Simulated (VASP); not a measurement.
Consider the following.

```yaml
crystal:
  lattice:
    - [0.00000, 2.34731, 2.34731]
    - [2.34731, 0.00000, 2.34731]
    - [2.34731, 2.34731, 0.00000]
  atoms:
    - { symbol: Na, position: [0.00000, 0.00000, 0.00000] }
    - { symbol: F, position: [0.50000, 0.50000, 0.50000] }
```

The numbers are results of PBE GGA, VASP's PBE PAW potentials (set 64) (plane waves; VASP), not measurements. Run with 530 eV cut-off, 9×9×9 Γ-centred mesh, Gaussian smearing of 0.050 eV, potentials Na_pv F.

Task: Estimate the energy per atom (σ→0), band gap (on the k-mesh) with the smallest direct gap where there is one.

Result: 
```yaml
band gap (on the k-mesh): 6.09 eV
smallest direct gap (on the k-mesh): 6.09 eV
energy per atom (σ→0): -4.285 eV/atom
```

Only differences to runs with the same potentials and settings are physical.

The compound is NaF in the rock salt structure. It was relaxed first. The start is the result of an earlier pass.
